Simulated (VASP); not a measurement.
Consider the following.

```yaml
crystal:
  lattice:
    - [1.53391, -2.65682, 0.00000]
    - [1.53391, 2.65682, 0.00000]
    - [0.00000, 0.00000, 3.47818]
  atoms:
    - { symbol: Mg, position: [0.00000, 0.00000, 0.00000] }
    - { symbol: B, position: [0.33333, 0.66667, 0.50000] }
    - { symbol: B, position: [0.66667, 0.33333, 0.50000] }
```

The numbers are results of MS2 meta-GGA, VASP's PBE PAW potentials (set 64) (plane waves; VASP), not measurements. Run with 520 eV cut-off, 13×13×10 Γ-centred mesh, tetrahedra with Blöchl corrections, potentials Mg B.

Task: Estimate the energy per atom (σ→0), band gap (over mesh and band path) with the smallest direct gap where there is one.

Result: 
```json
{
  "band gap (over mesh and band path)": "none (metal, semimetal or under 0.01 eV)",
  "energy per atom (σ→0)": "-7.359 eV/atom"
}
```

The absolute energy has meaning only against runs of the same code, potentials and settings.

The compound is MgB2 in the AlB2 type structure. It was relaxed first.
